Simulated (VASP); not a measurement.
# TaSi2 with vdW-DF2: from relaxation to properties, part 4 of 4

What structure does TaSi2 take at this level, and what are its properties? The start is a cell from a database of measured crystal structures.

VASP 6.6.1; vdW-DF2; plane waves and PAW (Ta_pv, Si).

Still holding for the runs below: This run has no spin polarisation. Its electron count is odd, so without a moment it is a metal by construction.

So far. Step 5 (Band structure (vdW-DF2)): There is no gap at this level. Step 6 (Total and projected DOS (vdW-DF2)): The finer mesh and the other smearing move the Fermi level by -0.01 eV from the 5×5×4 run, a small shift, which tests the Fermi level alone. Of the states within 0.3 eV of the Fermi level, the largest shares in the PAW spheres are Ta d 47 % and Si p 10 %. The rest lies in smaller channels or between the spheres. The relaxed cell has a = 4.911, c = 6.695 Å (conventional setting).

The database entry behind the starting cell has ideal inner coordinates that were not refined, so it need not match the best structure at ambient conditions.

## (7) Core levels (vdW-DF2)

Core levels shift with the potential at each site, so they tell like atoms on unlike sites apart.

INCAR

```
SYSTEM = TaSi2
PREC = Accurate
ENCUT = 400
EDIFF = 1E-06
NELM = 100
ISMEAR = 0
SIGMA = 0.05
LREAL = .FALSE.
ALGO = Normal
GGA = ML
AGGAC = 0
LUSE_VDW = .TRUE.
ZAB_VDW = -1.8867
LASPH = .TRUE.
NBANDS = 37
LORBIT = 11
LWAVE = .FALSE.
LCHARG = .FALSE.
KPAR = 4
ICORELEVEL = 1
```

POSCAR

```
TaSi2
1.0
    4.9110280863      0.0000000000      0.0000000000
   -2.4555140432      4.2530750815      0.0000000000
    0.0000000000      0.0000000000      6.6952973618
Ta Si
3 6
Direct
    0.0000000000      0.5000000000      0.1666666667
    0.5000000000      0.5000000000      0.8333333333
    0.5000000000      0.0000000000      0.5000000000
    0.3175932951      0.1587966475      0.1666666667
    0.1587966475      0.8412033525      0.8333333333
    0.8412033525      0.6824067049      0.5000000000
    0.6824067049      0.8412033525      0.1666666667
    0.8412033525      0.1587966475      0.8333333333
    0.1587966475      0.3175932951      0.5000000000
```

KPOINTS

```
Automatic mesh
0
Gamma
5 5 4
0 0 0
```

Potentials, in the order of the species: Ta_pv and Si (PBE family, release 64).

Run with:

```
mpirun -np 4 vasp_std
```

What it wrote:

```text
[... set-up lines as in an earlier step ...]
 entering main loop
       N       E                     dE             d eps       ncg     rms          rms(c)
DAV:   1     0.362283879602E+03    0.36228E+03   -0.24371E+04  1134   0.117E+03
DAV:   2    -0.321276649109E+02   -0.39441E+03   -0.38450E+03  1308   0.322E+02
DAV:   3    -0.490810728136E+02   -0.16953E+02   -0.16643E+02  1460   0.605E+01
DAV:   4    -0.493982908456E+02   -0.31722E+00   -0.31587E+00  1372   0.838E+00
DAV:   5    -0.494041831330E+02   -0.58923E-02   -0.58859E-02  1397   0.115E+00    0.262E+01
DAV:   6    -0.468570159170E+02    0.25472E+01   -0.15247E+01  1439   0.158E+01    0.110E+01
DAV:   7    -0.468490004984E+02    0.80154E-02   -0.86041E-01  1362   0.396E+00    0.504E+00
DAV:   8    -0.468659629713E+02   -0.16962E-01   -0.10490E-01  1444   0.190E+00    0.430E-01
DAV:   9    -0.468695201603E+02   -0.35572E-02   -0.12729E-02  1484   0.472E-01    0.216E-01
DAV:  10    -0.468711782445E+02   -0.16581E-02   -0.44787E-03  1359   0.340E-01    0.403E-02
DAV:  11    -0.468712272057E+02   -0.48961E-04   -0.14815E-04  1396   0.694E-02    0.167E-02
DAV:  12    -0.468712441886E+02   -0.16983E-04   -0.58797E-05  1311   0.432E-02    0.472E-03
DAV:  13    -0.468712459996E+02   -0.18110E-05   -0.43113E-06  1292   0.107E-02    0.265E-03
DAV:  14    -0.468712465957E+02   -0.59615E-06   -0.22779E-06  1087   0.824E-03
   1 F= -.46871247E+02 E0= -.46870139E+02  d E =-.221594E-02
```

Elapsed: 2.2 min, on 4 MPI ranks of Intel Xeon Platinum 8488C (Sapphire Rapids), shared host; peak memory 2 GiB; 7.6 min of CPU time.

OUTCAR, selected parts (step 7):

```text
   NELECT =      57.0000    total number of electrons

 the core state eigenenergies are
   1-  1s -67329.5557  2s -11555.2667  2p -10122.4478  3s  -2636.7831  3p  -2210.8255
       3d  -1714.5588  4s   -526.8141  4p   -387.1279  4d   -208.5131  4f    -11.1383
       5s    -59.3043
   2-  1s -67329.5557  2s -11555.2667  2p -10122.4478  3s  -2636.7831  3p  -2210.8255
       3d  -1714.5588  4s   -526.8141  4p   -387.1279  4d   -208.5131  4f    -11.1383
       5s    -59.3043
   3-  1s -67329.5557  2s -11555.2667  2p -10122.4478  3s  -2636.7831  3p  -2210.8255
       3d  -1714.5588  4s   -526.8141  4p   -387.1279  4d   -208.5131  4f    -11.1383
       5s    -59.3043
   4-  1s  -1771.0233  2s   -124.9989  2p    -81.0216
   5-  1s  -1771.0233  2s   -124.9989  2p    -81.0216
   6-  1s  -1771.0233  2s   -124.9989  2p    -81.0216
   7-  1s  -1771.0233  2s   -124.9989  2p    -81.0216
   8-  1s  -1771.0233  2s   -124.9989  2p    -81.0216
   9-  1s  -1771.0233  2s   -124.9989  2p    -81.0216

 E-fermi :   8.6377

 k-point     5 :       0.4000    0.2000    0.0000
  band No.  band energies     occupation
    ...
     23       6.3541      2.00000
     24       6.8666      2.00000
     25       6.9138      2.00000
     26       7.2987      2.00000
     27       7.5676      2.00000
     28       8.8585      0.00000
     29       8.9089      0.00000
     30       9.3744      0.00000
     31       9.9099      0.00000
     32      10.5047      0.00000
    ...

Total vdW correction in eV:      5.7721882

  Total       -0.0019185     -0.0019185     -0.0354259      0.0000000     -0.0000000      0.0000000
  in kB       -0.0219799     -0.0219799     -0.4058691      0.0000000     -0.0000000      0.0000000
  external PRESSURE =      -0.1499430 kB  Pullay stress =       0.0000000 kB

 POSITION                                       TOTAL-FORCE (eV/Angst)
 -----------------------------------------------------------------------------------
     -1.22776      2.12654      1.11588         0.000000      0.000000     -0.000000
      1.22776      2.12654      5.57941         0.000000      0.000000      0.000000
      2.45551      0.00000      3.34765         0.000000     -0.000000      0.000000
      1.16978      0.67537      1.11588        -0.004195     -0.002422      0.000000
     -1.28573      3.57770      5.57941        -0.004195      0.002422     -0.000000
      2.45551      2.90233      3.34765        -0.000000      0.004844      0.000000
      1.28573      3.57770      1.11588         0.004195      0.002422     -0.000000
      3.74125      0.67537      5.57941         0.004195     -0.002422     -0.000000
     -0.00000      1.35075      3.34765         0.000000     -0.004844      0.000000
 -----------------------------------------------------------------------------------
    total drift:                                0.000000     -0.000000      0.000000

  FREE ENERGIE OF THE ION-ELECTRON SYSTEM (eV)
  ---------------------------------------------------
  free  energy   TOTEN  =       -46.8712465957 eV

  energy  without entropy=      -46.8690306556  energy(sigma->0) =      -46.87013863

Total vdW correction in eV:      5.7721764

[... 15 parts as in an earlier step ...]

[... 1 further part left out ...]
```

These are scalar-relativistic Kohn-Sham levels of the ground state, with no core hole, so they are not binding energies.

This step gave:

* bands: 37
* irreducible k-points: 15
* free energy (TOTEN): -46.87 eV
* Fermi energy: 8.638 eV
* pressure: -0.01499 GPa

Kohn-Sham core levels. Core levels, by row, the first 40 of 51 rows:

```csv
atom,shell,level below the Fermi level (eV)
Ta1,1s,67338
Ta1,2s,11564
Ta1,2p,10131
Ta1,3s,2645
Ta1,3p,2219
Ta1,3d,1723
Ta1,4s,535.5
Ta1,4p,395.8
Ta1,4d,217.2
Ta1,4f,19.78
Ta1,5s,67.94
Ta2,1s,67338
Ta2,2s,11564
Ta2,2p,10131
Ta2,3s,2645
Ta2,3p,2219
Ta2,3d,1723
Ta2,4s,535.5
Ta2,4p,395.8
Ta2,4d,217.2
Ta2,4f,19.78
Ta2,5s,67.94
Ta3,1s,67338
Ta3,2s,11564
Ta3,2p,10131
Ta3,3s,2645
Ta3,3p,2219
Ta3,3d,1723
Ta3,4s,535.5
Ta3,4p,395.8
Ta3,4d,217.2
Ta3,4f,19.78
Ta3,5s,67.94
Si4,1s,1780
Si4,2s,133.6
Si4,2p,89.66
Si5,1s,1780
Si5,2s,133.6
Si5,2p,89.66
Si6,1s,1780
```

Atoms of one element give levels within 0.1 eV of each other.

## (8) Optical spectrum (vdW-DF2)

LOPTICS sums transitions from filled to empty bands. The mesh is finer than in the run before. NBANDS is raised for it.

INCAR, as its differences from that of step 7:

```diff
@@ -14,3 +14,3 @@
 LASPH = .TRUE.
-NBANDS = 37
+NBANDS = 100
 LORBIT = 11
@@ -19,2 +19,4 @@
 KPAR = 4
-ICORELEVEL = 1
+LOPTICS = .TRUE.
+NEDOS = 1500
+CSHIFT = 0.1
```

POSCAR is that of step 7.

KPOINTS

```
Automatic mesh
0
Gamma
8 8 5
0 0 0
```

Run with:

```
mpirun -np 4 vasp_std
```

What it wrote:

```text
[... set-up lines as in an earlier step ...]
 entering main loop
       N       E                     dE             d eps       ncg     rms          rms(c)
DAV:   1     0.410742493511E+03    0.41074E+03   -0.18336E+04  6000   0.434E+02
DAV:   2    -0.259298318725E+02   -0.43667E+03   -0.41073E+03  6792   0.161E+02
DAV:   3    -0.492490010639E+02   -0.23319E+02   -0.22795E+02  7264   0.373E+01
DAV:   4    -0.494190144268E+02   -0.17001E+00   -0.16984E+00  6944   0.317E+00
DAV:   5    -0.494199980119E+02   -0.98359E-03   -0.98351E-03  6976   0.252E-01    0.262E+01
DAV:   6    -0.468940630409E+02    0.25259E+01   -0.20231E+00  6964   0.584E+00    0.109E+01
DAV:   7    -0.468641094003E+02    0.29954E-01   -0.47090E-01  6584   0.149E+00    0.514E+00
DAV:   8    -0.468814117156E+02   -0.17302E-01   -0.72108E-02  6828   0.797E-01    0.417E-01
DAV:   9    -0.468860875890E+02   -0.46759E-02   -0.51549E-03  6672   0.180E-01    0.188E-01
DAV:  10    -0.468879748971E+02   -0.18873E-02   -0.21842E-03  6748   0.112E-01    0.571E-02
DAV:  11    -0.468880290513E+02   -0.54154E-04   -0.12384E-04  7128   0.251E-02    0.201E-02
DAV:  12    -0.468880446382E+02   -0.15587E-04   -0.31083E-05  6556   0.129E-02    0.592E-03
DAV:  13    -0.468880467854E+02   -0.21471E-05   -0.29049E-06  6784   0.378E-03    0.215E-03
DAV:  14    -0.468880475946E+02   -0.80925E-06   -0.14148E-06  6188   0.256E-03
   1 F= -.46888048E+02 E0= -.46886546E+02  d E =-.300223E-02
 optical routines
 imaginary and real dielectric function
 recalculating local potential from charge density
 direction            1
 direction            2
 direction            3
```

Run time: 3.4 min. Hardware: 4 MPI ranks; peak memory 2.4 GiB.

From OUTCAR (step 8):

```text
   k-points           NKPTS =     30   k-points in BZ     NKDIM =     30   number of bands    NBANDS=    100

   NELECT =      57.0000    total number of electrons

 E-fermi :   8.6358

 k-point     1 :       0.0000    0.0000    0.0000
  band No.  band energies     occupation
    ...
     25       6.4115      2.00000
     26       6.4115      2.00000
     27       6.6714      2.00000
     28       6.6714      2.00000
     29       7.2989      2.00000
     30       9.5304      0.00000
     31      11.5175      0.00000
     32      11.5175      0.00000
     33      11.5266      0.00000
     34      11.8057      0.00000
    ...

  Total        0.3588525      0.3588525     -0.6214387     -0.0000000      0.0000000      0.0000000
  in kB        4.1113190      4.1113190     -7.1197307     -0.0000000      0.0000000      0.0000000
  external PRESSURE =       0.3676358 kB  Pullay stress =       0.0000000 kB

 POSITION                                       TOTAL-FORCE (eV/Angst)
 -----------------------------------------------------------------------------------
     -1.22776      2.12654      1.11588         0.000000      0.000000     -0.000000
      1.22776      2.12654      5.57941         0.000000     -0.000000     -0.000000
      2.45551      0.00000      3.34765         0.000000      0.000000     -0.000000
      1.16978      0.67537      1.11588        -0.017869     -0.010317      0.000000
     -1.28573      3.57770      5.57941        -0.017869      0.010317      0.000000
      2.45551      2.90233      3.34765        -0.000000      0.020633     -0.000000
      1.28573      3.57770      1.11588         0.017869      0.010317     -0.000000
      3.74125      0.67537      5.57941         0.017869     -0.010317      0.000000
     -0.00000      1.35075      3.34765         0.000000     -0.020633     -0.000000
 -----------------------------------------------------------------------------------
    total drift:                                0.000000     -0.000000      0.000000

  FREE ENERGIE OF THE ION-ELECTRON SYSTEM (eV)
  ---------------------------------------------------
  free  energy   TOTEN  =       -46.8880475946 eV

  energy  without entropy=      -46.8850453663  energy(sigma->0) =      -46.88654648

Total vdW correction in eV:      5.7727938

Total vdW correction in eV:      5.7727938

 plasma frequency squared (from intraband transitions) (eV^2)
  --------------------------------------------------------------------------------------
       7.503      -0.000      -0.000
      -0.000       7.503       0.000
      -0.000       0.000       3.799

[... 8 parts as in an earlier step ...]

[... 8 further parts left out ...]
```

These are independent-particle spectra without excitons or local fields, and fine structure depends on the mesh and on CSHIFT. The intraband (Drude) part is not in this spectrum.

This step gave:

```
bands                   : 100
irreducible k-points    : 30
free energy (TOTEN)     : -46.89 eV
energy at zero smearing : -46.89 eV
Fermi energy            : 8.636 eV
pressure                : 0.03676 GPa
```

The imaginary dielectric function has structure finer than the step of the table below, so its rows give means over 1 eV, whole bins alone (the curve runs from 0 to 25.0 eV). Peaks (eV: height): xx 0.5: 37.3, 1.4: 20.6, 2.2: 34.2; zz 0.6: 25.8, 1.1: 27.4, 2.8: 29.1, 3.9: 28.5.

Imaginary dielectric function against photon energy; means over each step:

```csv
photon energy (eV),xx,zz
1,19.4,18.3
2,26.4,21.3
3,26.0,24.3
4,18.6,25.5
5,19.2,21.5
6,14.5,13.3
7,8.16,6.82
8,4.53,4.02
9,2.62,2.51
10,1.49,1.58
11,1.05,1.04
12,0.713,0.662
13,0.486,0.476
14,0.400,0.373
15,0.289,0.307
16,0.244,0.242
17,0.197,0.212
18,0.159,0.180
19,0.146,0.161
20,0.126,0.137
21,0.115,0.114
22,0.111,0.115
23,0.108,0.101
24,0.115,0.105
```

The real dielectric function by photon energy:

```csv
photon energy (eV),xx,zz
0,93.0,58.2
1,32.1,35.5
2,26.6,29.4
3,6.02,7.50
4,1.27,2.89
5,-2.22,-7.24
6,-7.50,-9.49
7,-8.24,-8.95
8,-6.85,-6.11
9,-5.29,-5.22
10,-3.82,-3.67
11,-2.83,-2.89
12,-2.11,-2.14
13,-1.60,-1.53
14,-1.14,-1.10
15,-0.826,-0.823
16,-0.559,-0.533
17,-0.347,-0.329
18,-0.171,-0.161
19,-0.0353,-0.0176
20,0.103,0.0973
21,0.217,0.192
22,0.321,0.299
23,0.393,0.370
24,0.456,0.446
```

## (9) Density of states (vdW-DF2), changed input

This run is made with a changed input; what comes of it follows.

INCAR

```
SYSTEM = TaSi2
PREC = Accurate
ENCUT = 400
EDIFF = 1E-06
NELM = 65
ISMEAR = -5
SIGMA = 0.05
LREAL = .FALSE.
ALGO = Eigenval
GGA = ML
AGGAC = 0
LUSE_VDW = .TRUE.
ZAB_VDW = -1.8867
LASPH = .TRUE.
NBANDS = 50
LORBIT = 11
LWAVE = .FALSE.
LCHARG = .FALSE.
KPAR = 4
NEDOS = 2001
```

POSCAR is that of step 8.

KPOINTS is that of step 8.

Run with:

```
mpirun -np 4 vasp_std
```

What it wrote:

```text
[... set-up lines as in an earlier step ...]
 entering main loop
       N       E                     dE             d eps       ncg     rms          rms(c)
EIG:   1     0.345236534674E+04    0.34524E+04    0.00000E+00     0   0.000E+00
EIG:   2     0.345236534674E+04    0.22737E-10    0.00000E+00     0   0.000E+00
EIG:   3     0.345236534674E+04    0.32742E-10    0.00000E+00     0   0.000E+00
EIG:   4     0.345236534674E+04    0.90949E-12    0.00000E+00     0   0.000E+00
EIG:   5     0.345236534674E+04   -0.90949E-12    0.00000E+00     0   0.000E+00    0.430E+02
EIG:   6     0.369138084125E+04    0.23902E+03    0.00000E+00     0   0.000E+00    0.259E+02
EIG:   7     0.389513531167E+04    0.20375E+03    0.00000E+00     0   0.000E+00    0.667E+00
EIG:   8     0.390354893621E+04    0.84136E+01    0.00000E+00     0   0.000E+00    0.110E+00
EIG:   9     0.390384268937E+04    0.29375E+00    0.00000E+00     0   0.000E+00    0.399E-01
EIG:  10     0.390386400709E+04    0.21318E-01    0.00000E+00     0   0.000E+00    0.324E-02
EIG:  11     0.390386415575E+04    0.14866E-03    0.00000E+00     0   0.000E+00    0.187E-02
EIG:  12     0.390386422626E+04    0.70505E-04    0.00000E+00     0   0.000E+00    0.223E-03
EIG:  13     0.390386422651E+04    0.25006E-06    0.00000E+00     0   0.000E+00
 -----------------------------------------------------------------------------
|                                                                             |
|           W    W    AA    RRRRR   N    N  II  N    N   GGGG   !!!           |
|           W    W   A  A   R    R  NN   N  II  NN   N  G    G  !!!           |
|           W    W  A    A  R    R  N N  N  II  N N  N  G       !!!           |
|           W WW W  AAAAAA  RRRRR   N  N N  II  N  N N  G  GGG   !            |
|           WW  WW  A    A  R   R   N   NN  II  N   NN  G    G                |
|           W    W  A    A  R    R  N    N  II  N    N   GGGG   !!!           |
|                                                                             |
|     Your highest band is occupied at some k-points! Unless you are          |
|     performing a calculation for an insulator or semiconductor, without     |
|     unoccupied bands, you have included TOO FEW BANDS!! Please increase     |
|     the parameter NBANDS in file INCAR to ensure that the highest band      |
|     is unoccupied at all k-points. It is always recommended to include      |
|     a few unoccupied bands to accelerate the convergence of                 |
|     molecular-dynamics runs (even for insulators or semiconductors),        |
|     since the presence of unoccupied bands improves wavefunction            |
|     prediction and helps to suppress 'band-crossings'.                      |
|                                                                             |
 -----------------------------------------------------------------------------

   1 F= 0.39038642E+04 E0= 0.39038642E+04  d E =0.000000E+00
 [... a notice as in an earlier step ...]
```

Run time: 1.8 min. Hardware: 4 MPI ranks; peak memory 2.1 GiB; 6.5 min of CPU time.

From OUTCAR (step 9):

```text
   NELECT =      57.0000    total number of electrons

 E-fermi :  19.3985

 k-point     1 :       0.0000    0.0000    0.0000
  band No.  band energies     occupation
    ...
     46     102.1259      2.00000
     47     103.1040      2.00000
     48     106.2165      2.00000
     49     109.0052      2.10921
     50     114.9721      2.00000

Total vdW correction in eV:      1.8218314

  Total     1329.5959563   1329.5959564   1445.2785433     -0.0000000      0.0000000      0.0000000
  in kB    15232.9820469  15232.9820474  16558.3401467     -0.0000002      0.0000000      0.0000000
  external PRESSURE =   15674.7680803 kB  Pullay stress =       0.0000000 kB

 POSITION                                       TOTAL-FORCE (eV/Angst)
 -----------------------------------------------------------------------------------
     -1.22776      2.12654      1.11588         0.000000     -0.000000      0.000000
      1.22776      2.12654      5.57941         0.000000     -0.000000      0.000000
      2.45551      0.00000      3.34765         0.000000     -0.000000     -0.000000
      1.16978      0.67537      1.11588       -10.933392     -6.312397     -0.000000
     -1.28573      3.57770      5.57941       -10.933392      6.312397      0.000000
      2.45551      2.90233      3.34765        -0.000000     12.624794     -0.000000
      1.28573      3.57770      1.11588        10.933392      6.312397     -0.000000
      3.74125      0.67537      5.57941        10.933392     -6.312397      0.000000
     -0.00000      1.35075      3.34765         0.000000    -12.624794      0.000000
 -----------------------------------------------------------------------------------
    total drift:                                0.000000     -0.000000      0.000000

  FREE ENERGIE OF THE ION-ELECTRON SYSTEM (eV)
  ---------------------------------------------------
  free  energy   TOTEN  =      3903.8642265053 eV

  energy  without entropy=     3903.8642265053  energy(sigma->0) =     3903.86422651

Total vdW correction in eV:      1.8218296

[... 9 parts as in an earlier step ...]

[... 8 further parts left out ...]
```

Convergence was reached, but on settings outside the sound range, so the numbers are no properties of the crystal.

Against the sound run on this cell (total and projected DOS (vdW-DF2)) the energy at zero smearing moves by +438971.9 meV an atom and the pressure by +1567.42 GPa.

With this ALGO nothing was iterated to self-consistency, so the run only appears to have converged.

The fault in the input: no self-consistency without orbitals (ALGO = "Eigenval"). This ALGO needs a converged WAVECAR; use ALGO = Normal first.

## (10) What came out

```
relaxed volume                            : 15.54 Å³/atom
relaxed conventional cell a, b, c         : 4.911, 4.911, 6.695 Å; angles 90.0, 90.0, 120.0°
space group after relaxing, within 0.02 Å : P6_222 (No. 180)
band gap                                  : none, a metal
DOS at the Fermi level                    : 4.03 states/eV/cell
shallowest level of the frozen cores      : Ta1 4f, 19.8 eV deep
```

In words: With vdW-DF2, TaSi2 relaxes to 15.54 Å³/atom in space group P6_222 (held by the symmetry of the run) and comes out as a metal. Against the listed cell the volume lies +7.7 % (a +2.7 %, c +2.0 %). Band structure (vdW-DF2): Of the bands kept, 2 cross the Fermi level on this path. Spin-orbit coupling is left out, and with elements this heavy it would split and shift bands near the Fermi level. The k-sampling is coarse for a metal, so the Fermi level, pressures and the shape of the cell carry errors. With an odd electron count and no spin the cell is a metal by construction. No search among competing phases was made, and a listed structure need not be the one stable at ambient conditions. All values are for a static lattice at zero temperature.

[Lines on the potential files, build, host, timing and source positions are cut from VASP's logs without a mark.]

[Logs are printed without paths, hosts, clocks, repeated set-up lines and the standing remarks that a program may print on its own settings, such as how far it seeks lower states.]

[Hosts, paths, dates, database ids (printed as entryN), source tags and the programs' standing remarks are cut or masked in the printed files.]

[A measured line is paired with the nearest computed mode of its activity, which favours agreement.]
